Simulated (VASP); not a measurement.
Data:

```
CELL_PARAMETERS angstrom
      0.00000     2.72283     2.72283
      2.72283     0.00000     2.72283
      2.72283     2.72283     0.00000
ATOMIC_POSITIONS crystal
  Ca 0.00000 0.00000 0.00000
  F  0.25000 0.25000 0.25000
  F  0.75000 0.75000 0.75000
```

All values below come from SCAN meta-GGA, VASP's PBE PAW potentials (set 64) (plane waves; VASP). Run with 520 eV cut-off, 8×8×8 Γ-centred mesh, tetrahedra with Blöchl corrections, potentials Ca_sv F.

Task: Give the energies of bands 7 to 14 at the high-symmetry points, in eV from the valence-band maximum.

Result: 
```json
[
 {"band": "7", "Γ": "-2.12", "X": "-2.72", "U": "-2.45", "L": "-1.52", "W": "-2.26"},
 {"band": "8", "Γ": "-2.12", "X": "-1.67", "U": "-1.74", "L": "-1.52", "W": "-2.15"},
 {"band": "9", "Γ": "-2.12", "X": "-1.67", "U": "-1.52", "L": "-1.28", "W": "-1.05"},
 {"band": "10", "Γ": "-0.26", "X": "-0.36", "U": "-0.64", "L": "-1.26", "W": "-1.05"},
 {"band": "11", "Γ": "-0.26", "X": "-0.36", "U": "-0.44", "L": "-0.84", "W": "-0.27"},
 {"band": "12", "Γ": "-0.26", "X": "0.00", "U": "-0.10", "L": "-0.84", "W": "-0.10"},
 {"band": "13", "Γ": "7.93", "X": "8.73", "U": "9.00", "L": "10.22", "W": "9.07"},
 {"band": "14", "Γ": "10.03", "X": "10.48", "U": "10.67", "L": "10.22", "W": "10.61"}
]
```

The gap is indirect, 7.93 eV, from the valence maximum at X to the conduction minimum at Γ.

Measured: gap 11.80 eV (computed value off by -3.87 eV), as given by E. Cadelano et al., The European Physical Journal B (2011), arXiv:1107.5962.

The compound is CaF2 in the fluorite structure. It was relaxed first.
